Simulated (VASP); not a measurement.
VASP ran on this input.

POSCAR:
```
DyN
1
    3.8183840000     0.0000000000     0.0000000000
    0.0000000000     3.8183840000     0.0000000000
    0.0000000000     0.0000000000     4.8114820000
Dy N
2 2
Direct
  0.5000000000   0.0000000000   0.2368000000
  0.0000000000   0.5000000000   0.7632000000
  0.0000000000   0.0000000000   0.0000000000
  0.5000000000   0.5000000000   0.0000000000
```

### INCAR
```
SYSTEM = DyN
PREC = Accurate
ENCUT = 520
EDIFF = 1E-6
NELM = 60
ALGO = VeryFast
LREAL = .FALSE.
LASPH = .TRUE.
ISMEAR = 0
SIGMA = 0.05
GGA = PE
LMAXMIX = 6
LWAVE = .FALSE.
LCHARG = .FALSE.
ISIF = 2
NELMDL = -1
```

**KPOINTS**
```
Automatic mesh
0
Gamma
5 5 4
0 0 0
```

POTCAR, in this order: Dy_3 N (PBE.64 set). Program: vasp_std.

**Question.** What happens when VASP runs on this input?

**Answer.** There is a fault: ALGO = VeryFast starts from random orbitals with almost no delay (NELMDL = -1). The run did not converge; its last values are not results. Against the sound run, the energy per atom (σ→0) rises by 271.334 eV/atom; the pressure rises by 891.69 GPa; the largest force rises by 73.442 eV/Å.

File standard output:
```
...
RMM:  21     0.106166137549E+04    0.77663E-01   -0.45299E+00  1287   0.580E+01    0.875E+01
RMM:  22     0.106122045909E+04   -0.44092E+00   -0.42199E+00  1275   0.560E+01    0.878E+01
RMM:  23     0.106154926908E+04    0.32881E+00   -0.56565E+00  1278   0.545E+01    0.942E+01
RMM:  24     0.106124764831E+04   -0.30162E+00   -0.36198E+00  1291   0.528E+01    0.100E+02
RMM:  25     0.106049248393E+04   -0.75516E+00   -0.24430E+00  1275   0.510E+01    0.105E+02
RMM:  26     0.106060949713E+04    0.11701E+00   -0.29623E+00  1281   0.497E+01    0.966E+01
RMM:  27     0.106026682374E+04   -0.34267E+00   -0.38476E+00  1295   0.482E+01    0.985E+01
RMM:  28     0.106003034730E+04   -0.23648E+00   -0.23507E+00  1282   0.469E+01    0.961E+01
RMM:  29     0.105963555999E+04   -0.39479E+00   -0.37535E+00  1295   0.457E+01    0.965E+01
RMM:  30     0.105944119739E+04   -0.19436E+00   -0.27995E+00  1287   0.447E+01    0.951E+01
RMM:  31     0.105938476776E+04   -0.56430E-01   -0.37171E+00  1286   0.438E+01    0.989E+01
RMM:  32     0.105929450660E+04   -0.90261E-01   -0.24373E+00  1290   0.429E+01    0.100E+02
RMM:  33     0.105946806210E+04    0.17356E+00   -0.69526E+00  1285   0.428E+01    0.107E+02
RMM:  34     0.105962581885E+04    0.15776E+00   -0.26091E+00  1292   0.419E+01    0.109E+02
RMM:  35     0.105954374562E+04   -0.82073E-01   -0.33370E+00  1294   0.411E+01    0.114E+02
RMM:  36     0.105949867597E+04   -0.45070E-01   -0.15208E+00  1294   0.402E+01    0.112E+02
RMM:  37     0.105937100270E+04   -0.12767E+00   -0.26951E+00  1294   0.395E+01    0.113E+02
RMM:  38     0.105927411119E+04   -0.96892E-01   -0.11174E+00  1294   0.387E+01    0.112E+02
RMM:  39     0.105912004810E+04   -0.15406E+00   -0.13626E+00  1294   0.379E+01    0.116E+02
RMM:  40     0.105899022618E+04   -0.12982E+00   -0.14381E+00  1290   0.372E+01    0.117E+02
RMM:  41     0.105877664640E+04   -0.21358E+00   -0.18702E+00  1290   0.365E+01    0.117E+02
RMM:  42     0.105858862233E+04   -0.18802E+00   -0.17999E+00  1283   0.359E+01    0.118E+02
RMM:  43     0.105838805074E+04   -0.20057E+00   -0.20064E+00  1294   0.353E+01    0.120E+02
RMM:  44     0.105831609110E+04   -0.71960E-01   -0.20419E+00  1282   0.348E+01    0.118E+02
RMM:  45     0.105819146899E+04   -0.12462E+00   -0.27382E+00  1289   0.345E+01    0.112E+02
RMM:  46     0.105814739094E+04   -0.44078E-01   -0.27867E+00  1278   0.340E+01    0.109E+02
RMM:  47     0.105791565928E+04   -0.23173E+00   -0.85509E+00  1270   0.349E+01    0.116E+02
RMM:  48     0.105804146645E+04    0.12581E+00   -0.66290E-01  1260   0.341E+01    0.104E+02
RMM:  49     0.105788987415E+04   -0.15159E+00   -0.31719E+00  1279   0.336E+01    0.983E+01
RMM:  50     0.105783938749E+04   -0.50487E-01   -0.17244E+00  1284   0.331E+01    0.836E+01
RMM:  51     0.105765591392E+04   -0.18347E+00   -0.30507E+00  1293   0.327E+01    0.712E+01
RMM:  52     0.105738468089E+04   -0.27123E+00   -0.44033E+00  1296   0.326E+01    0.534E+01
RMM:  53     0.105721972448E+04   -0.16496E+00   -0.22261E+00  1293   0.319E+01    0.438E+01
RMM:  54     0.105707727011E+04   -0.14245E+00   -0.18643E+00  1296   0.315E+01    0.394E+01
RMM:  55     0.105693061590E+04   -0.14665E+00   -0.20591E+00  1275   0.311E+01    0.339E+01
RMM:  56     0.105681708721E+04   -0.11353E+00   -0.19548E+00  1278   0.311E+01    0.324E+01
RMM:  57     0.105664698968E+04   -0.17010E+00   -0.22836E+00  1280   0.309E+01    0.126E+01
RMM:  58     0.105664863066E+04    0.16410E-02   -0.17611E-01  1294   0.306E+01    0.645E+00
RMM:  59     0.105667618919E+04    0.27559E-01    0.19648E-01  1294   0.301E+01    0.354E+00
RMM:  60     0.105670390742E+04    0.27718E-01    0.22558E-01  1290   0.296E+01

 -----------------------------------------------------------------------------
|                                                                             |
|           W    W    AA    RRRRR   N    N  II  N    N   GGGG   !!!           |
|           W    W   A  A   R    R  NN   N  II  NN   N  G    G  !!!           |
|           W    W  A    A  R    R  N N  N  II  N N  N  G       !!!           |
|           W WW W  AAAAAA  RRRRR   N  N N  II  N  N N  G  GGG   !            |
|           WW  WW  A    A  R   R   N   NN  II  N   NN  G    G                |
|           W    W  A    A  R    R  N    N  II  N    N   GGGG   !!!           |
|                                                                             |
|     The electronic self-consistency was not achieved in the given           |
|     number of steps (NELM). The forces and other quantities evaluated       |
|     might not be reliable so examine the results carefully. If you find     |
|     spurious results, we suggest increasing NELM, if you were close to      |
|     convergence or switching to a different ALGO or adjusting the           |
|     density mixing parameters otherwise.                                    |
|                                                                             |
 -----------------------------------------------------------------------------

   1 F= 0.10567039E+04 E0= 0.10567050E+04  d E =-.214505E-02
```

File OUTCAR:
```
------------------------ aborting loop EDIFF was not reached (unconverged)  ----------------------------
  FORCE on cell =-STRESS in cart. coord.  units (eV):
  Direction    XX          YY          ZZ          XY          YZ          ZX
  --------------------------------------------------------------------------------------
  Total      416.5519021    416.5519021    348.2800610      0.0000000      0.0000000      0.0000000
  in kB     9513.5287673   9513.5287673   7954.2845992      0.0000000      0.0000000      0.0000000
  external PRESSURE =    8993.7807113 kB  Pullay stress =       0.0000000 kB
  volume of cell :       70.15
      direct lattice vectors                 reciprocal lattice vectors
     3.818384000  0.000000000  0.000000000     0.261890894  0.000000000  0.000000000
     0.000000000  3.818384000  0.000000000     0.000000000  0.261890894  0.000000000
     0.000000000  0.000000000  4.811482000     0.000000000  0.000000000  0.207836172
 POSITION                                       TOTAL-FORCE (eV/Angst)
 -----------------------------------------------------------------------------------
      1.90919      0.00000      1.13936         0.000000      0.000000     75.450745
      0.00000      1.90919      3.67212         0.000000      0.000000    -75.450745
      0.00000      0.00000      0.00000         0.000000      0.000000      0.000000
      1.90919      1.90919      0.00000         0.000000     -0.000000      0.000000
 -----------------------------------------------------------------------------------
    total drift:                                0.000000      0.000000      0.000000
  FREE ENERGIE OF THE ION-ELECTRON SYSTEM (eV)
  ---------------------------------------------------
  free  energy   TOTEN  =      1056.7039074238 eV

  energy  without entropy=     1056.7060524760  energy(sigma->0) =     1056.70497995
```
(Selected blocks of OUTCAR.)

To mend it, set ALGO = Normal, remove NELMDL.

The mended run (PBE GGA, plane waves, VASP's PBE PAW potentials (set 64)) converges, and its OSZICAR ends with
```
   1 F= -.28633791E+02 E0= -.28632105E+02  d E =-.337212E-02
```

The structure was generated: DyN was put into the litharge type (P4/nmm), which need not be its known phase. The cell was not relaxed at this level. The 4f electrons are frozen in the core of the lanthanide potential, so 4f levels, which can set the real gap, and their magnetism are missing.
